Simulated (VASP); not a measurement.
An input for Ansatz (written as the equivalent of a VASP run, and not itself run):

Ansatz 0.2 input:
```yaml
crystal:
  lattice:
    - [0.0000000, 2.2288117, 2.2288117]
    - [2.2288117, 0.0000000, 2.2288117]
    - [2.2288117, 2.2288117, 0.0000000]
  atoms:
    - { symbol: Nb, position: [0.0000000, 0.0000000, 0.0000000] }
    - { symbol: C, position: [0.5000000, 0.5000000, 0.5000000] }
kpoints:
  mp_grid: { grid: [16, 16, 16] }
hamiltonian:
  xc: pbe
  dispersion: d4
  pseudopotentials: { kind: paw }
scf:
  occupations: { method: tetrahedron }
  max_iter: 100
output: { forces: true, stress: true, eigenvalues: true }
```

Q: Translate this input to VASP (INCAR, KPOINTS, POSCAR, choice of POTCAR).

A: This is not unique; one that fits is 
File POSCAR:
```
NbC
3.1520160
  0.0000000000   0.7071067353   0.7071067353
  0.7071067353   0.0000000000   0.7071067353
  0.7071067353   0.7071067353   0.0000000000
Nb C
1 1
direct
  0.0000000000   0.0000000000   0.0000000000
  0.5000000000   0.5000000000   0.5000000000
```

File KPOINTS:
```
Automatic
0
G
 16 16 16
```

INCAR:
```
IVDW=13   # D4
NEDOS=601   # DOS grid
LCHARG=T
LREAL=F   # projection in real space or not
ISIF=2
LWAVE=F
ISMEAR=-5
PREC=Accurate
ENCUT=520   # plane-wave cut-off (eV)
NELM=100
EDIFF=1E-7   # SCF stop (eV)
ALGO=Normal
LMAXMIX=4   # l cut-off of mixed one-centre charges
SYSTEM=NbC
GGA=PE   # PBE
LASPH=T   # aspherical one-centre terms
LORBIT=11   # lm-projected
```

POTCAR, in this order: Nb_sv C (PBE.64 set). Program: vasp_std.

What does not carry over: each code has its own PAW files, so the cut-off isn't converted (ENCUT is set for VASP's; basis.ecutwfc is left out, and Ansatz then takes the one that its files recommend); Ansatz stops its SCF on the density residual and VASP on the energy change (EDIFF).

The compound is NbC in the rock salt structure. It was relaxed first.
